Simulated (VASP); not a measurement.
Ba4ZrTi3O12:

```xyz
20
Lattice="-4.0523 4.0523 4.0523 4.0523 -4.0523 4.0523 4.0523 4.0523 -4.0523" Properties=species:S:1:pos:R:3 pbc="T T T"
Ba    2.0262    2.0262    2.0262
Ba    2.0262    2.0262   -2.0262
Ba    2.0262   -2.0262    2.0262
Ba   -2.0262    2.0262    2.0262
Zr    0.0000    0.0000    0.0000
Ti    0.0000    0.0000    4.0523
Ti    0.0000    4.0523    0.0000
Ti    4.0523    0.0000    0.0000
O     2.0262    0.0000    0.0000
O     2.0262    0.0000    4.0523
O     2.0262    4.0523    0.0000
O     6.0785    0.0000    0.0000
O     0.0000    2.0262    0.0000
O     0.0000    2.0262    4.0523
O     0.0000    6.0785    0.0000
O     4.0523    2.0262    0.0000
O     0.0000    0.0000    2.0262
O     0.0000    0.0000    6.0785
O     0.0000    4.0523    2.0262
O     4.0523    0.0000    2.0262
```

The cell was built by a generator and needn't be a form met in nature.

| Property | Result |
| --- | --- |
| Program | VASP 6.6.1 |
| Task | relaxation of cell and atoms |
| Functional | r2SCAN |
| Potentials or basis | VASP PAW PBE potentials, release 64 (Ba_sv, Zr_sv, Ti_sv, O) |
| Cutoff | 600 eV |
| k mesh | 6 × 6 × 6 |
| Occupations | gaussian, width 0.03 eV |
| Spin | no spin polarisation |

At the start: pressure 1.7 GPa; volume 13.31 Å³/atom.

Task: How do energy, volume and symmetry change on relaxing?

Result: Over 9 steps the energy falls by 23.3 meV/atom and the volume is 13.37 Å³/atom (+0.5 %); space group Im-3m (No. 229, to 0.05 Å).

Step by step:
```csv
step,energy change (eV),largest force (eV/Å),pressure (GPa),volume (Å³)
1,0.0000,2.3733,1.69,266.18
2,-0.1843,1.6491,-2.40,271.62
3,-0.4590,0.0472,-1.13,269.19
4,-0.4589,0.0907,-1.09,269.13
5,-0.4606,0.0400,0.98,265.91
6,-0.4654,0.0213,0.02,267.39
7,-0.4654,0.0203,0.04,267.35
8,-0.4655,0.0104,0.02,267.40
9,-0.4655,0.0031,0.02,267.39
```

Final structure:
```
Ba Zr Ti O
1.0
    -4.05847    4.05847    4.05847
     4.05847   -4.05847    4.05847
     4.05847    4.05847   -4.05847
Ba Zr Ti O
4 1 3 12
Cartesian
  2.0292 2.0292 2.0292
  2.0292 2.0292 -2.0292
  2.0292 -2.0292 2.0292
  -2.0292 2.0292 2.0292
  0.0000 0.0000 0.0000
  0.0000 0.0000 4.0585
  0.0000 4.0585 0.0000
  4.0585 0.0000 0.0000
  2.0948 0.0000 0.0000
  2.0292 0.0000 4.0585
  2.0292 4.0585 0.0000
  6.0221 0.0000 0.0000
  0.0000 2.0948 0.0000
  0.0000 2.0292 4.0585
  0.0000 6.0221 0.0000
  4.0585 2.0292 0.0000
  0.0000 0.0000 2.0948
  0.0000 0.0000 6.0221
  0.0000 4.0585 2.0292
  4.0585 0.0000 2.0292
```

Caveat: the PAW data sets were made with another functional, which shifts forces and pressure a little.
